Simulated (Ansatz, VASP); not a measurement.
# Cross-check of GaP between VASP and Ansatz, part 2 of 2

Aim: how closely do two programs agree when they are given the same cell, functional and k mesh? The cell is taken from a series of runs on this material, whose earlier steps may have relaxed, scaled, displaced or heated it; both programs get it as it stands.

VASP 6.6.1 and Ansatz 0.2.0.

So far: Set-up; Ansatz: zone-centre phonons, PBE.

## (3) VASP: zone-centre phonons, PBE

Level of this step: PBE; plane waves and PAW (Ga_d, P) (VASP).

The same cell, functional and mesh now go to VASP, with its own data sets.

Lines of VASP's logs that name or quote its potential files are left out, and so is its time.

Input file INCAR:

```
SYSTEM = GaP
PREC = Accurate
ENCUT = 500
EDIFF = 1E-08
NELM = 120
ISMEAR = 0
SIGMA = 0.01
LREAL = .FALSE.
ALGO = Normal
GGA = PE
NBANDS = 15
LORBIT = 11
LWAVE = .FALSE.
LCHARG = .FALSE.
ISIF = 2
IBRION = 8
LEPSILON = .TRUE.
LASPH = .TRUE.
GGA_COMPAT = .FALSE.
EFERMI = MIDGAP
KPAR = 2
```

Input file POSCAR:

```
GaP
1.0
   -2.7524699981      0.0000000000      2.7524699981
    0.0000000000      2.7524699981      2.7524699981
   -2.7524699981      2.7524699981      0.0000000000
Ga P
1 1
Direct
    0.0000000000      0.0000000000      0.0000000000
    0.2500000000      0.2500000000      0.2500000000
```

Input file KPOINTS:

```
Automatic mesh
0
Gamma
8 8 8
0 0 0
```

PAW data sets: Ga_d and P (PBE family, release 64).

The run is started by

```console
> mpirun -np 2 vasp_std
```

Numbers of over 12 decimals in the logs are rounded to 6 here.

Log:

```text
[banner, memory and clock lines left out]
running    2 mpi-ranks, on    1 nodes
 distrk:  each k-point on    1 cores,    2 groups
 distr:  one band on    1 cores,    1 groups

 POSCAR found type information on POSCAR GaP
 POSCAR found :  2 types and       2 ions
 LDA part: xc-table for (Slater+PW92), standard interpolation
 POSCAR, INCAR and KPOINTS ok, starting setup
 FFT: planning ... GRIDC
 FFT: planning ... GRID_SOFT
 FFT: planning ... GRID
 WAVECAR not read
 entering main loop
       N       E                     dE             d eps       ncg     rms          rms(c)
DAV:   1     0.779240246721E+02    0.77924E+02   -0.88499E+03   910   0.165E+03
DAV:   2    -0.307823072579E+01   -0.81002E+02   -0.77056E+02   968   0.310E+02
DAV:   3    -0.927425418595E+01   -0.61960E+01   -0.61718E+01  1080   0.676E+01
DAV:   4    -0.938424586791E+01   -0.10999E+00   -0.10996E+00  1083   0.982E+00
DAV:   5    -0.938638192750E+01   -0.21361E-02   -0.21359E-02  1123   0.116E+00    0.411E+00
DAV:   6    -0.914938271393E+01    0.23700E+00   -0.39775E-01  1347   0.108E+01    0.270E+00
DAV:   7    -0.912454794030E+01    0.24835E-01   -0.93144E-02  1161   0.209E+00    0.109E+00
DAV:   8    -0.912491175622E+01   -0.36382E-03   -0.13482E-02  1060   0.148E+00    0.169E-01
DAV:   9    -0.912531391872E+01   -0.40216E-03   -0.14002E-03  1089   0.557E-01    0.864E-02
DAV:  10    -0.912538616669E+01   -0.72248E-04   -0.11687E-04  1356   0.111E-01    0.430E-02
DAV:  11    -0.912545997109E+01   -0.73804E-04   -0.10570E-04   989   0.911E-02    0.555E-03
DAV:  12    -0.912545951092E+01    0.46017E-06   -0.32907E-06  1127   0.252E-02    0.253E-03
DAV:  13    -0.912545985024E+01   -0.33932E-06   -0.10087E-06  1045   0.911E-03    0.182E-03
DAV:  14    -0.912545985779E+01   -0.75470E-08   -0.42831E-08  1116   0.182E-03
   1 F= -.91254599E+01 E0= -.91254599E+01  d E =0.000000E+00
 Linear response reoptimize wavefunctions to high precision
DAV:   1    -0.912545985967E+01   -0.18754E-08   -0.39870E-09  1064   0.488E-04
DAV:   2    -0.912545985972E+01   -0.56389E-10   -0.15215E-10   659   0.100E-04
 Linear response G [H, r] |phi>, progress :
  Direction:   1
       N       E                     dE             d eps       ncg     rms
RMM:   1    -0.396891989816E+02   -0.39689E+02    0.14368E+02  1020   0.229E+02
RMM:   2    -0.495596117021E+02   -0.98704E+01   -0.29926E+00  1799   0.337E+01
RMM:   3    -0.524313926945E+02   -0.28718E+01   -0.29163E+00  1760   0.827E+00
RMM:   4    -0.523312351512E+02    0.10016E+00    0.26786E-01  1852   0.237E+00
RMM:   5    -0.523825885275E+02   -0.51353E-01   -0.98608E-02  1862   0.639E-01
RMM:   6    -0.523726870336E+02    0.99015E-02    0.13957E-02  1889   0.202E-01
RMM:   7    -0.523745186319E+02   -0.18316E-02   -0.31501E-03  1902   0.721E-02
RMM:   8    -0.523742062251E+02    0.31241E-03    0.14952E-04  1937   0.301E-02
RMM:   9    -0.523742393802E+02   -0.33155E-04   -0.14959E-04  1921   0.145E-02
RMM:  10    -0.523742169357E+02    0.22445E-04    0.82875E-05  1888   0.837E-03
RMM:  11    -0.523742309194E+02   -0.13984E-04   -0.55317E-05  1696   0.578E-03
RMM:  12    -0.523742131425E+02    0.17777E-04    0.12265E-04  1468   0.475E-03
RMM:  13    -0.523742361412E+02   -0.22999E-04   -0.10720E-04  1290   0.436E-03
RMM:  14    -0.523742638681E+02   -0.27727E-04   -0.38451E-04  1161   0.407E-03
RMM:  15    -0.523742389162E+02    0.24952E-04   -0.13494E-04  1081   0.400E-03
RMM:  16    -0.523742213265E+02    0.17590E-04    0.40855E-05  1054   0.397E-03
 Linear response G [H, r] |phi>, progress :
  Direction:   2
       N       E                     dE             d eps       ncg     rms
RMM:   1    -0.401762864279E+02   -0.40176E+02    0.17407E+02  1010   0.229E+02
RMM:   2    -0.485791927522E+02   -0.84029E+01   -0.81618E+00  1807   0.343E+01
RMM:   3    -0.509345008257E+02   -0.23553E+01   -0.30490E+00  1790   0.840E+00
RMM:   4    -0.508247738893E+02    0.10973E+00    0.27148E-01  1877   0.233E+00
RMM:   5    -0.508755407842E+02   -0.50767E-01   -0.96592E-02  1881   0.636E-01
RMM:   6    -0.508656186805E+02    0.99221E-02    0.13992E-02  1905   0.208E-01
RMM:   7    -0.508674550318E+02   -0.18364E-02   -0.31511E-03  1923   0.758E-02
RMM:   8    -0.508671438479E+02    0.31118E-03    0.14414E-04  1953   0.315E-02
RMM:   9    -0.508671760375E+02   -0.32190E-04   -0.14660E-04  1925   0.152E-02
RMM:  10    -0.508671535614E+02    0.22476E-04    0.85604E-05  1904   0.890E-03
RMM:  11    -0.508671675920E+02   -0.14031E-04   -0.52826E-05  1722   0.597E-03
RMM:  12    -0.508671500962E+02    0.17496E-04    0.12232E-04  1542   0.489E-03
RMM:  13    -0.508671752012E+02   -0.25105E-04   -0.12856E-04  1328   0.445E-03
RMM:  14    -0.508672021546E+02   -0.26953E-04   -0.39813E-04  1164   0.414E-03
RMM:  15    -0.508671773355E+02    0.24819E-04   -0.14988E-04  1091   0.406E-03
RMM:  16    -0.508671596781E+02    0.17657E-04    0.26608E-05  1069   0.403E-03
RMM:  17    -0.508671628159E+02   -0.31378E-05   -0.47683E-06  1057   0.394E-03
[...]
RMM:   3    -0.155735695158E+01   -0.39436E-02   -0.24620E-02  1857   0.585E-01
RMM:   4    -0.155765651579E+01   -0.29956E-03   -0.74688E-04  1866   0.144E-01
RMM:   5    -0.155766030288E+01   -0.37871E-05   -0.37360E-05  1849   0.433E-02
RMM:   6    -0.155766213483E+01   -0.18319E-05   -0.81355E-06  1866   0.145E-02
[...]
Linear response to external field, progress :
  Direction:   2
       N       E                     dE             d eps       ncg     rms          rms(c)
RMM:   1    -0.184077864867E+00   -0.18408E+00    0.48075E+00  3132   0.802E+00
RMM:   2    -0.127719266761E+01   -0.10931E+01   -0.78079E-02  5660   0.177E+00    0.153E+00
RMM:   3    -0.124788774784E+01    0.29305E-01   -0.29696E-02  5754   0.101E+00    0.914E-01
RMM:   4    -0.129635861470E+01   -0.48471E-01   -0.28820E-02  5799   0.982E-01    0.188E-01
RMM:   5    -0.131260723654E+01   -0.16249E-01   -0.17698E-03  5889   0.292E-01    0.412E-02
RMM:   6    -0.131876733529E+01   -0.61601E-02   -0.17340E-04  5973   0.103E-01    0.329E-02
RMM:   7    -0.131952181302E+01   -0.75448E-03   -0.52677E-05  5657   0.414E-02    0.327E-03
RMM:   8    -0.131987077856E+01   -0.34897E-03    0.30041E-06  6212   0.143E-02    0.186E-03
RMM:   9    -0.131983863574E+01    0.32143E-04   -0.23987E-06  5859   0.553E-03    0.686E-04
RMM:  10    -0.131984469362E+01   -0.60579E-05    0.43584E-07  6021   0.219E-03    0.283E-04
RMM:  11    -0.131983529684E+01    0.93968E-05   -0.54309E-07  5939   0.973E-04    0.137E-04
RMM:  12    -0.131983257613E+01    0.27207E-05   -0.18872E-08  5678   0.390E-04    0.542E-05
RMM:  13    -0.131983220408E+01    0.37205E-06   -0.21784E-07  3520   0.169E-04    0.594E-06
 change of polarisation eV/A/(eV/A) component  2 :    -0.820     2.443     0.369
 dielectric tensor                  component  2 :    -3.559    11.600     1.600
 Linear response to external field, progress :
  Direction:   3
       N       E                     dE             d eps       ncg     rms          rms(c)
RMM:   1    -0.184661996483E+00   -0.18466E+00    0.48017E+00  3132   0.802E+00
RMM:   2    -0.127720943092E+01   -0.10925E+01   -0.78041E-02  5658   0.177E+00    0.153E+00
RMM:   3    -0.124790230792E+01    0.29307E-01   -0.29680E-02  5761   0.100E+00    0.914E-01
RMM:   4    -0.129636152311E+01   -0.48459E-01   -0.28689E-02  5799   0.982E-01    0.188E-01
RMM:   5    -0.131261427886E+01   -0.16253E-01   -0.18888E-03  5881   0.292E-01    0.413E-02
RMM:   6    -0.131876715157E+01   -0.61529E-02   -0.18978E-04  5980   0.103E-01    0.329E-02
RMM:   7    -0.131952173222E+01   -0.75458E-03   -0.52009E-05  5654   0.415E-02    0.327E-03
RMM:   8    -0.131987047372E+01   -0.34874E-03    0.82000E-07  6215   0.144E-02    0.187E-03
RMM:   9    -0.131983807643E+01    0.32397E-04   -0.31066E-06  5845   0.555E-03    0.686E-04
RMM:  10    -0.131984440703E+01   -0.63306E-05    0.32811E-07  6031   0.220E-03    0.286E-04
RMM:  11    -0.131983487023E+01    0.95368E-05   -0.51393E-07  5932   0.975E-04    0.139E-04
RMM:  12    -0.131983206037E+01    0.28099E-05    0.87801E-08  5682   0.391E-04    0.532E-05
RMM:  13    -0.131983168941E+01    0.37096E-06   -0.20467E-07  3521   0.169E-04    0.674E-06
 change of polarisation eV/A/(eV/A) component  3 :    -0.548     0.641     2.443
 dielectric tensor                  component  3 :    -2.379     2.781    11.600
 Linear response DOF=           2
 Linear response progress:
  Degree of freedom:   1/  2
       N       E                     dE             d eps       ncg     rms          rms(c)
RMM:   1    -0.164104390905E+00   -0.16410E+00    0.78847E-02  3594   0.803E+00
RMM:   2    -0.162936968739E+00    0.11674E-02   -0.26493E-02  5436   0.136E+00    0.515E-02
RMM:   3    -0.163078368010E+00   -0.14140E-03   -0.33193E-03  5709   0.391E-01    0.387E-02
RMM:   4    -0.162869740915E+00    0.20863E-03   -0.11461E-03  5919   0.153E-01    0.107E-02
RMM:   5    -0.162843479558E+00    0.26261E-04    0.26835E-05  6085   0.423E-02    0.461E-03
RMM:   6    -0.162855886710E+00   -0.12407E-04    0.35136E-05  5888   0.159E-02    0.828E-04
RMM:   7    -0.162863077318E+00   -0.71906E-05    0.19331E-05  6025   0.651E-03    0.154E-04
RMM:   8    -0.162863358083E+00   -0.28077E-06    0.11968E-05  5984   0.271E-03    0.448E-05
RMM:   9    -0.162863811010E+00   -0.45293E-06    0.55383E-06  5896   0.116E-03    0.175E-05
RMM:  10    -0.162864065893E+00   -0.25488E-06    0.37293E-06  6086   0.566E-04    0.892E-06
RMM:  11    -0.162864406433E+00   -0.34054E-06    0.66999E-07  6100   0.280E-04    0.503E-06
RMM:  12    -0.162864351020E+00    0.55413E-07    0.11374E-06  5990   0.155E-04    0.168E-06
RMM:  13    -0.162864418472E+00   -0.67452E-07    0.36777E-07  6102   0.983E-05    0.169E-06
RMM:  14    -0.162864411495E+00    0.69771E-08    0.44003E-07  5710   0.698E-05    0.116E-06
RMM:  15    -0.162864445280E+00   -0.33784E-07    0.11422E-07  4824   0.579E-05    0.651E-07
RMM:  16    -0.162864437725E+00    0.75549E-08    0.20460E-07  4031   0.519E-05    0.197E-07
RMM:  17    -0.162864453182E+00   -0.15457E-07    0.45295E-08  3588   0.491E-05    0.127E-07
RMM:  18    -0.162864451481E+00    0.17005E-08    0.62655E-08  3455   0.479E-05    0.313E-08
 first order change of Fermi-energy   0.10435E+01
 force on displaced ion       1 direction 1 :  -9.328   0.000   0.000
 Born effective charge ion    1 direction 1 :   2.211   0.000   0.000
 Linear response progress:
  Degree of freedom:   2/  2
       N       E                     dE             d eps       ncg     rms          rms(c)
RMM:   1    -0.506958332686E-01   -0.50696E-01    0.97551E-03  6364   0.173E+00
RMM:   2    -0.473122263507E-01    0.33836E-02   -0.54397E-03  5199   0.491E-01    0.115E-01
RMM:   3    -0.474302868577E-01   -0.11806E-03   -0.36726E-04  5677   0.153E-01    0.581E-02
RMM:   4    -0.477917574501E-01   -0.36147E-03   -0.29930E-05  5657   0.601E-02    0.114E-02
RMM:   5    -0.478303387216E-01   -0.38581E-04    0.33084E-06  5987   0.212E-02    0.699E-03
RMM:   6    -0.478138122227E-01    0.16526E-04   -0.68039E-07  5619   0.772E-03    0.397E-03
RMM:   7    -0.478128452245E-01    0.96700E-06   -0.93940E-07  5850   0.314E-03    0.233E-04
RMM:   8    -0.478108013649E-01    0.20439E-05   -0.56011E-08  5793   0.961E-04    0.177E-04
RMM:   9    -0.478103621526E-01    0.43921E-06    0.25976E-08  5836   0.329E-04    0.345E-05
RMM:  10    -0.478104161850E-01   -0.54032E-07    0.28221E-08  5829   0.120E-04    0.699E-06
RMM:  11    -0.478104428493E-01   -0.26664E-07    0.30749E-09  5895   0.634E-05    0.660E-06
RMM:  12    -0.478104468066E-01   -0.39573E-08    0.22149E-09  5820   0.388E-05    0.854E-07
 first order change of Fermi-energy  -0.10442E+01
 force on displaced ion       2 direction 1 :  -9.332  -0.000  -0.000
 Born effective charge ion    2 direction 1 :  -2.341   0.000   0.000
 Born effective charges drift removed
 Linear response finished
```

OUTCAR, selected parts (step 3):

```text
ion  position               nearest neighbor table
   1  0.000  0.000  0.000-   2 2.38   2 2.38   2 2.38   2 2.38
   2  0.250  0.250  0.250-   1 2.38   1 2.38   1 2.38   1 2.38

  LATTYP: Found a face centered cubic cell.
 ALAT       =     5.5049399962

 Subroutine GETGRP returns: Found 24 space group operations
 (whereof 24 operations were pure point group operations)

The static configuration has the point symmetry T_d .

 Found     29 irreducible k-points:

   k-points           NKPTS =     29   k-points in BZ     NKDIM =     29   number of bands    NBANDS=     15

   dimension x,y,z NGX =    28 NGY =   28 NGZ =   28
   dimension x,y,z NGXF=    56 NGYF=   56 NGZF=   56

   ENCUT  =  500.0 eV  36.75 Ry    6.06 a.u.   7.10  7.10  7.10*2*pi/ulx,y,z

   NELECT =      18.0000    total number of electrons

 k-points in reciprocal lattice and weights: Automatic mesh
   0.00000000  0.00000000  0.00000000       0.002
   0.12500000  0.00000000  0.00000000       0.016
   0.25000000  0.00000000  0.00000000       0.016
   0.37500000  0.00000000  0.00000000       0.016
   0.50000000  0.00000000  0.00000000       0.008
   0.12500000  0.12500000  0.00000000       0.012
   0.25000000  0.12500000  0.00000000       0.047
   0.37500000  0.12500000  0.00000000       0.047
   0.50000000  0.12500000  0.00000000       0.047
[...]
-0.37500000  0.50000000  0.12500000       0.023
  -0.25000000  0.50000000  0.25000000       0.012

 average (electrostatic) potential at core
       1 -65.6538       2 -83.6843

  Total        0.0072141      0.0072141      0.0072141     -0.0000000      0.0000000     -0.0000000
  in kB        0.2771369      0.2771369      0.2771369     -0.0000000      0.0000000     -0.0000000
  external PRESSURE =       0.2771369 kB  Pullay stress =       0.0000000 kB

  energy-cutoff  :      500.00
  volume of cell :       41.71
      direct lattice vectors                 reciprocal lattice vectors
    -2.752469998  0.000000000  2.752469998    -0.181655023 -0.181655023  0.181655023
     0.000000000  2.752469998  2.752469998     0.181655023  0.181655023  0.181655023
    -2.752469998  2.752469998  0.000000000    -0.181655023  0.181655023 -0.181655023

 POSITION                                       TOTAL-FORCE (eV/Angst)
 -----------------------------------------------------------------------------------
      0.00000      0.00000      0.00000         0.000000      0.000000      0.000000
     -1.37623      1.37623      1.37623        -0.000000     -0.000000     -0.000000
 -----------------------------------------------------------------------------------
    total drift:                               -0.000001      0.000001      0.000001

 MACROSCOPIC STATIC DIELECTRIC TENSOR (including local field effects in DFT)
 ------------------------------------------------------
          11.600292     0.000000     0.000000
          -0.000000    11.600292     0.000000
           0.000000     0.000000    11.600292
 ------------------------------------------------------

 PIEZOELECTRIC TENSOR (including local field effects)  for field in x, y, z        (C/m^2)
          XX          YY          ZZ          XY          YZ          ZX
  --------------------------------------------------------------------------------
  x     0.00000    -0.00000    -0.00000     0.00000     0.83237     0.00000
  y    -0.00000    -0.00000    -0.00000     0.00000     0.00000     0.83237
  z    -0.00000     0.00000     0.00000     0.83237     0.00000     0.00000

 BORN EFFECTIVE CHARGES (including local field effects) (in |e|, cummulative output)
 ---------------------------------------------------------------------------------
 ion    1
    1     2.27289     0.00000    -0.00000
    2    -0.00000     2.27289    -0.00000
    3     0.00000     0.00000     2.27289
 ion    2
    1    -2.27289     0.00000     0.00000
    2     0.00000    -2.27289     0.00000
    3     0.00000     0.00000    -2.27289

 Eigenvectors and eigenvalues of the dynamical matrix
 ----------------------------------------------------

   1 f  =   10.311544 THz    64.789343 2PiTHz  343.956091 cm-1    42.645101 meV
             X         Y         Z           dx          dy          dz
      0.000000  0.000000  0.000000     0.000000    0.554541    0.000000
     -1.376235  1.376235  1.376235     0.000000   -0.832156    0.000000

   2 f  =   10.311544 THz    64.789343 2PiTHz  343.956091 cm-1    42.645101 meV
             X         Y         Z           dx          dy          dz
      0.000000  0.000000  0.000000    -0.554541    0.000000    0.000000
     -1.376235  1.376235  1.376235     0.832156    0.000000    0.000000

   3 f  =   10.311544 THz    64.789343 2PiTHz  343.956091 cm-1    42.645101 meV
             X         Y         Z           dx          dy          dz
      0.000000  0.000000  0.000000     0.000000    0.000000   -0.554541
     -1.376235  1.376235  1.376235     0.000000    0.000000    0.832156

   4 f/i=    0.000893 THz     0.005613 2PiTHz    0.029798 cm-1     0.003694 meV
             X         Y         Z           dx          dy          dz
      0.000000  0.000000  0.000000     0.832156    0.000000    0.000000
     -1.376235  1.376235  1.376235     0.554541    0.000000    0.000000

   5 f/i=    0.000893 THz     0.005613 2PiTHz    0.029798 cm-1     0.003694 meV
             X         Y         Z           dx          dy          dz
      0.000000  0.000000  0.000000     0.000000   -0.832156    0.000000
     -1.376235  1.376235  1.376235     0.000000   -0.554541    0.000000

   6 f/i=    0.000893 THz     0.005613 2PiTHz    0.029798 cm-1     0.003694 meV
             X         Y         Z           dx          dy          dz
      0.000000  0.000000  0.000000     0.000000    0.000000    0.832156
     -1.376235  1.376235  1.376235     0.000000    0.000000    0.554541

 MACROSCOPIC STATIC DIELECTRIC TENSOR IONIC CONTRIBUTION
 ------------------------------------------------------
           2.402443     0.000000     0.000000
           0.000000     2.402443    -0.000000
           0.000000    -0.000000     2.402443
 ------------------------------------------------------

 ELASTIC MODULI CONTR FROM IONIC RELAXATION (kBar)
 Direction    XX          YY          ZZ          XY          YZ          ZX
 --------------------------------------------------------------------------------
 XX          -0.0000     -0.0000     -0.0000     -0.0000     -0.0000     -0.0000
 YY          -0.0000     -0.0000     -0.0000      0.0000     -0.0000     -0.0000
 ZZ          -0.0000     -0.0000     -0.0000     -0.0000     -0.0000     -0.0000
 XY          -0.0000      0.0000     -0.0000   -162.4100     -0.0000      0.0000
 YZ          -0.0000     -0.0000     -0.0000     -0.0000   -162.4100     -0.0000
 ZX          -0.0000     -0.0000     -0.0000      0.0000     -0.0000   -162.4100
 --------------------------------------------------------------------------------

 PIEZOELECTRIC TENSOR IONIC CONTR  for field in x, y, z        (C/m^2)
          XX          YY          ZZ          XY          YZ          ZX
  --------------------------------------------------------------------------------
  x    -0.00000    -0.00000    -0.00000    -0.00000    -0.58777    -0.00000
  y    -0.00000    -0.00000    -0.00000     0.00000    -0.00000    -0.58777
  z    -0.00000     0.00000    -0.00000    -0.58777    -0.00000     0.00000
```

## (4) Differences

Known differences besides the potentials themselves: fixed occupations in Ansatz, narrow Gaussian smearing in VASP; VASP's response is taken on the typed mesh, Ansatz refines its own for the field response alone; the cutoff is 420 eV in Ansatz and 500 eV in VASP. Total energies have different zeros and are not compared.

Both answers:

```csv
quantity,Ansatz,VASP,difference
ε∞ xx,10.62,11.60,-8.43 %
ε∞ yy,10.62,11.60,-8.43 %
ε∞ zz,10.62,11.60,-8.43 %
Born charge of Ga1 (mean of the diagonal) (e),2.20,2.27,-0.08
Born charge of P2 (mean of the diagonal) (e),-2.20,-2.27,+0.08
optical mode 1 to 3 (cm⁻¹),344.9,344.0,+0.28 %
```

Modes are paired by rising frequency, not by their patterns, so a pair may set unlike modes beside each other; they are those without the splitting of longitudinal modes.

## (5) What came out

| Item | Value |
| --- | --- |
| difference in ε∞ xx (zone-centre phonons, PBE) | -8.4 % |

The difference in ε∞ xx is -8.4 % (zone-centre phonons, PBE), beyond the 5 % picked in this series as the mark of a large difference. What causes the difference of the zone-centre phonons, PBE pair stays open here. Such differences can come from data sets, numerical settings and the points named under the comparisons, not from the functional's error against experiment.

[Lines on the potential files, build, host, timing and source positions are cut from VASP's logs without a mark.]

[Logs are printed without paths, hosts, clocks, repeated set-up lines and the standing remarks that a program may print on its own settings, such as how far it seeks lower states.]

[Hosts, paths, dates, database ids (printed as entryN), source tags and the programs' standing remarks are cut or masked in the printed files.]
